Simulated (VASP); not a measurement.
Method: PBE GGA, VASP's PBE PAW potentials (set 64) (plane waves; VASP).

VASP input:

File KPOINTS:
```
Automatic mesh
0
Gamma
8 8 8
0 0 0
```

INCAR:
```
SYSTEM=BAs
PREC=Low; ENCUT=520; LREAL=.FALSE.
LASPH=.TRUE.
EDIFF=1E-6; NELM=100; ALGO=Normal
LMAXMIX=4
ISMEAR=0; SIGMA=0.05
GGA=PE
ISIF=2
LWAVE=.FALSE.; LCHARG=.FALSE.
```

### POSCAR
```
BAs
1.0
  0.0000000000   2.4378000000   2.4378000000
  2.4378000000   0.0000000000   2.4378000000
  2.4378000000   2.4378000000   0.0000000000
B As
1 1
Cartesian
  0.0000000000   0.0000000000   0.0000000000
  1.2189000000   1.2189000000   1.2189000000
```

POTCAR, in this order: B As (PBE.64 set). Program: vasp_std.

The resulting files:

### OSZICAR
```
       N       E                     dE             d eps       ncg     rms          rms(c)
DAV:   1     0.145837752026E+02    0.14584E+02   -0.39740E+03   464   0.885E+02
DAV:   2    -0.115630797060E+02   -0.26147E+02   -0.25058E+02   712   0.107E+02
DAV:   3    -0.119238901740E+02   -0.36081E+00   -0.36081E+00   488   0.173E+01
DAV:   4    -0.119245339989E+02   -0.64382E-03   -0.64382E-03   736   0.817E-01
DAV:   5    -0.119245341430E+02   -0.14417E-06   -0.14417E-06   488   0.878E-03    0.452E+00
DAV:   6    -0.114476526895E+02    0.47688E+00   -0.16265E+00   480   0.639E+00    0.225E+00
DAV:   7    -0.114022040148E+02    0.45449E-01   -0.15996E-01   648   0.246E+00    0.913E-01
DAV:   8    -0.113961772823E+02    0.60267E-02   -0.20499E-02   512   0.999E-01    0.105E-01
DAV:   9    -0.113964871483E+02   -0.30987E-03   -0.63552E-04   592   0.195E-01    0.580E-02
DAV:  10    -0.113966771881E+02   -0.19004E-03   -0.30182E-04   568   0.127E-01    0.154E-02
DAV:  11    -0.113966834838E+02   -0.62957E-05   -0.12930E-05   688   0.275E-02    0.119E-02
DAV:  12    -0.113966833030E+02    0.18072E-06   -0.25298E-06   480   0.113E-02
   1 F= -.11396683E+02 E0= -.11396683E+02  d E =-.138180E-12
```

OUTCAR:
```
------------------------ aborting loop because EDIFF is reached ----------------------------------------
  FORCE on cell =-STRESS in cart. coord.  units (eV):
  Direction    XX          YY          ZZ          XY          YZ          ZX
  --------------------------------------------------------------------------------------
  Total       -0.8127431     -0.8127431     -0.8127431     -0.0000000      0.0000000     -0.0000000
  in kB      -44.9406840    -44.9406840    -44.9406840     -0.0000000      0.0000000     -0.0000000
  external PRESSURE =     -44.9406840 kB  Pullay stress =       0.0000000 kB
  volume of cell :       28.98
      direct lattice vectors                 reciprocal lattice vectors
     0.000000000  2.437800000  2.437800000    -0.205102962  0.205102962  0.205102962
     2.437800000  0.000000000  2.437800000     0.205102962 -0.205102962  0.205102962
     2.437800000  2.437800000  0.000000000     0.205102962  0.205102962 -0.205102962
  FREE ENERGIE OF THE ION-ELECTRON SYSTEM (eV)
  ---------------------------------------------------
  free  energy   TOTEN  =       -11.3966833030 eV

  energy  without entropy=      -11.3966833030  energy(sigma->0) =      -11.39668330
```
(Selected blocks of OUTCAR.)

OUTCAR:
```
 val. band max:        5.4680087017   @ k =   0.0000   0.0000   0.0000

 cond. band min:       6.7143815981   @ k =   0.3750   0.3750   0.0000


 Fermi energy:         5.6965845477

 k-point     1 :       0.0000    0.0000    0.0000
  band No.  band energies     occupation
      1      -9.3892      2.00000
      2       5.4679      2.00000
      3       5.4680      2.00000
      4       5.4680      2.00000
      5       8.6697      0.00000
      6       8.6698      0.00000
      7       8.6698      0.00000
      8       9.3902      0.00000

 k-point     2 :       0.1250    0.0000    0.0000
  band No.  band energies     occupation
      1      -9.1476      2.00000
      2       3.5551      2.00000
      3       5.0593      2.00000
      4       5.0593      2.00000
      5       8.6066      0.00000
      6       9.2104      0.00000
      7       9.2105      0.00000
      8      10.8580      0.00000

 k-point     3 :       0.2500    0.0000    0.0000
  band No.  band energies     occupation
      1      -8.4469      2.00000
      2       0.7157      2.00000
      3       4.3890      2.00000
      4       4.3890      2.00000
      5       8.2137      0.00000
      6       9.9855      0.00000
      7       9.9856      0.00000
      8      12.9290      0.00000

 k-point     4 :       0.3750    0.0000    0.0000
  band No.  band energies     occupation
      1      -7.4205      2.00000
      2      -1.7180      2.00000
      3       3.9146      2.00000
      4       3.9146      2.00000
      5       7.9152      0.00000
      6      10.2018      0.00000
      7      10.2018      0.00000
      8      14.0813      0.00000

 k-point     5 :       0.5000    0.0000    0.0000
  band No.  band energies     occupation
      1      -6.7356      2.00000
      2      -2.8854      2.00000
      3       3.7499      2.00000
      4       3.7499      2.00000
      5       7.8112      0.00000
      6      10.1749      0.00000
      7      10.1749      0.00000
...
```

The compound is BAs in the zinc blende structure. The cell was not relaxed at this level. The run is one of a series of settings (PREC = Low against the base run), some of them coarse on purpose.
